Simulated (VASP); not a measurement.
**Ag3F under changes of volume**

One of the cells (17.054 Å³/atom); the others are scaled copies at fixed shape and fractional positions:

```
CELL_PARAMETERS angstrom
5.84796 0.00000 0.00000
-2.92398 5.06448 0.00000
0.00000 0.00000 4.60664
ATOMIC_POSITIONS crystal
Ag 0.16733 0.33467 0.25000
Ag 0.16733 0.83267 0.25000
Ag 0.66533 0.83267 0.25000
Ag 0.83267 0.66533 0.75000
Ag 0.83267 0.16733 0.75000
Ag 0.33467 0.16733 0.75000
F 0.33333 0.66667 0.75000
F 0.66667 0.33333 0.25000
```

The cell comes from a database or a generator and needn't be the stable form of this composition.

* Program: VASP 6.6.1
* Functional: PBE
* Potentials or basis: VASP PAW PBE potentials, release 64 (Ag, F)
* Cutoff: 520 eV
* k mesh: 5 × 5 × 6
* Occupations: fermi-dirac, width 0.05 eV
* Spin: no spin polarisation

```tsv
volume (Å³/atom)	energy over the lowest point (meV/atom)	pressure (GPa)	largest force (eV/Å)
15.717	12.55	4.8	0.127
16.051	4.25	2.8	0.083
16.386	0.00	1.0	0.043
17.054	1.64	-2.0	0.025
17.389	?	?	?
17.723	14.20	-4.2	0.081
```

Task: What does the run at 17.389 Å³/atom give?

Result: Energy over the lowest point 6.74 meV/atom; pressure -3.2 GPa; largest force 0.055 eV/Å.

Worked out: A Birch-Murnaghan fit of order 3 (a polynomial in V^(-2/3)) to the other rows has its minimum at 16.63 Å³/atom with B0 = V·E''(V) = 77 GPa and B' = 5.6 at fixed shape and positions, which overstates the stiffness. It gives 6.74 meV/atom at 17.389 Å³/atom, against the run's 6.74, and -dE/dV = -3.0 GPa, against -3.2.

Energies are extrapolated to zero smearing.
